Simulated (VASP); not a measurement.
Output of a VASP run:

### OSZICAR
```
       N       E                     dE             d eps       ncg     rms          rms(c)
DAV:   1     0.100472652956E+02    0.10047E+02   -0.54019E+03  1192   0.101E+03
DAV:   2    -0.164920012832E+02   -0.26539E+02   -0.25630E+02  1632   0.176E+02
DAV:   3    -0.166650800597E+02   -0.17308E+00   -0.17308E+00  1344   0.177E+01
DAV:   4    -0.166652083101E+02   -0.12825E-03   -0.12825E-03  1536   0.432E-01
DAV:   5    -0.166652083526E+02   -0.42455E-07   -0.42455E-07  1272   0.613E-03    0.737E+00
DAV:   6    -0.155678048962E+02    0.10974E+01   -0.41981E+00  1472   0.154E+01    0.348E+00
DAV:   7    -0.154701942850E+02    0.97611E-01   -0.13913E-01  1504   0.355E+00    0.201E+00
DAV:   8    -0.154488993130E+02    0.21295E-01   -0.60243E-02  1392   0.218E+00    0.234E-01
DAV:   9    -0.154490597471E+02   -0.16043E-03   -0.46948E-04  1200   0.280E-01    0.920E-02
DAV:  10    -0.154491156324E+02   -0.55885E-04   -0.97939E-05  1456   0.120E-01    0.145E-02
DAV:  11    -0.154491178244E+02   -0.21920E-05   -0.29829E-06  1256   0.185E-02    0.583E-03
DAV:  12    -0.154491178916E+02   -0.67222E-07   -0.56963E-07  1304   0.669E-03
   1 F= -.15449118E+02 E0= -.15449118E+02  d E =-.532146E-11
```

**OUTCAR**
```
------------------------ aborting loop because EDIFF is reached ----------------------------------------
  FORCE on cell =-STRESS in cart. coord.  units (eV):
  Direction    XX          YY          ZZ          XY          YZ          ZX
  --------------------------------------------------------------------------------------
  Total        1.8120349      1.8120349      1.8120349      0.0000000      0.0000000     -0.0000000
  in kB      259.5040384    259.5040384    259.5040384      0.0000000      0.0000000     -0.0000000
  external PRESSURE =     259.5040384 kB  Pullay stress =       0.0000000 kB
  volume of cell :       11.19
      direct lattice vectors                 reciprocal lattice vectors
     0.000000000  1.775147071  1.775147071    -0.281666803  0.281666803  0.281666803
     1.775147071  0.000000000  1.775147071     0.281666803 -0.281666803  0.281666803
     1.775147071  1.775147071  0.000000000     0.281666803  0.281666803 -0.281666803
  FREE ENERGIE OF THE ION-ELECTRON SYSTEM (eV)
  ---------------------------------------------------
  free  energy   TOTEN  =       -15.4491178916 eV

  energy  without entropy=      -15.4491178916  energy(sigma->0) =      -15.44911789
```
(Selected blocks of OUTCAR.)

### POSCAR
```
BN
1
    0.0000000000     1.7751470709     1.7751470709
    1.7751470709     0.0000000000     1.7751470709
    1.7751470709     1.7751470709     0.0000000000
B N
1 1
Direct
  0.0000000000   0.0000000000   0.0000000000
  0.2500000000   0.2500000000   0.2500000000
```

Question: Write an INCAR and KPOINTS that could have produced this output.

Answer: This is not unique; one that fits is the input of the run itself, optB88-vdW, plane waves, VASP's PBE PAW potentials (set 64).

### KPOINTS
```
Automatic mesh
0
Gamma
12 12 12
0 0 0
```

### INCAR
```
AGGAC=0.0
ALGO=Normal
EDIFF=1E-7
ENCUT=520
GGA=BO
ISIF=2
ISMEAR=0
LASPH=.TRUE.
LCHARG=.FALSE.
LREAL=.FALSE.
LUSE_VDW=.TRUE.
LWAVE=.FALSE.
NELM=100
PARAM1=0.1833333333
PARAM2=0.22
PREC=Accurate
SIGMA=0.05
SYSTEM=BN
```

POTCAR, in this order: B N (PBE.64 set). Program: vasp_std.

The compound is BN in the zinc blende structure. This cell is one point of a volume scan, at 0.94 of the reference volume.
